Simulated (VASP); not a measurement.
Consider the following.

```
CELL_PARAMETERS angstrom
      2.90576     0.00000     0.00000
     -1.45288     2.51646     0.00000
      0.00000     0.00000    13.12780
ATOMIC_POSITIONS crystal
  Al 0.33333 0.66667 0.75000
  Al 0.66667 0.33333 0.25000
  V  0.33333 0.66667 0.08542
  V  0.66667 0.33333 0.58542
  V  0.66667 0.33333 0.91458
  V  0.33333 0.66667 0.41458
  C  0.00000 0.00000 0.00000
  C  0.00000 0.00000 0.50000
```

Computed with PBE GGA, VASP's PBE PAW potentials (set 64) (plane waves; VASP). Run with 500 eV cut-off, 8×8×2 Γ-centred mesh, Gaussian smearing of 0.050 eV, potentials Al V_sv C.

Question: Give the force on each atom (eV/Å).

Answer: 
```
atom     Fx     Fy      Fz
----  -----  -----  ------
Al1   0.000  0.000   0.000
Al2   0.000  0.000   0.000
V3    0.000  0.000  -0.242
V4    0.000  0.000  -0.242
V5    0.000  0.000   0.242
V6    0.000  0.000   0.242
C7    0.000  0.000   0.000
C8    0.000  0.000   0.000
```

Question: Give the stress tensor in GPa (positive for a compressed cell).

Answer: 
```
 0.43   0.00   0.00
 0.00   0.43   0.00
 0.00   0.00  -0.58
```
The pressure is its mean diagonal, 0.09 GPa.

The structure was generated: AlV2C was put into the MAX-211 type (P6_3/mmc), which need not be its known phase. It was relaxed first, which changed the volume by +5 %. The k-mesh is coarse (spacing up to 0.31 per Å, 2π included), so the numbers may not be converged in it. The run is not spin-polarised, so no magnetic state was tried.
